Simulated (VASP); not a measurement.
**SrTiO3: energy against strain**

SrTiO3 (cubic perovskite, Pm-3m, 11.984 Å³/atom and stress up to 0.13 GPa in the relaxed cell, cube axes along x, y and z) under an equal strain ε along x and y, with z held. r2SCAN in VASP (plane waves, PAW), 600 eV, 8×8×8 Γ-centred mesh, Gaussian smearing 0.05 eV; ions are relaxed, or left where forces stay under 0.02 eV/Å, within the symmetry of each cell.

Here s stands for strain and y for E less E0.

```
strain (%)  E less E0 (meV/atom)
----------  --------------------
-1.50                       8.68
-1.00                       3.93
-0.50                       1.07
0.00                        0.00
0.50                        0.67
1.00                        2.98
1.50                        6.81
3.00                           ?
```

Taking a parabola for y over the 7 complete rows: Least squares gives y = 0.009 - 0.5650·s + 3.4395·s². Residuals (row less fit): 0.085, -0.084, -0.081, -0.009, 0.084, 0.097, -0.090; standard error 0.106 (degrees of freedom: 4). Twice the quadratic coefficient over the volume, 2 × 3.4395 meV × 10⁴ × 0.1602 / 11.984 Å³, is the elastic constants 2(C11 + C12) = 920 ± 12 GPa (± standard error of the fit, which holds the terms cut off).

**Question.** What does the fit predict for y at s = 3.00, and how far is the calculated value from it?

**Answer.** y = 0.009 - 0.5650 × 3.0 + 3.4395 × 3.0² = 29.270 meV/atom. The calculation gives 26.87 meV/atom, 2.400 meV/atom below the prediction (8.9 % of the range of y in the table). The row lies outside the fitted rows, so this is an extrapolation. From the scatter of the fitted rows alone, a prediction at this place has a standard error of 0.407 meV/atom, so the miss is 5.9 times that.

A polynomial of degree 3 through the 12 other runs of the series gives 26.79 there, so most of the miss is curvature that the fit leaves out. The primitive cell can neither tilt nor turn polar against its symmetry, as such crystals can under strain. SrTiO3 is here the ideal cubic form; the compound distorts at low or room temperature. Rows are the converged runs of the series near zero and its far end, less any whose ions stayed unrelaxed beside relaxed ones; series whose fitted rows scatter by over a few per cent of the range, as at a crossing or softening among them, aren't shown in this form. Most that stay on the fit to the last digits aren't either.
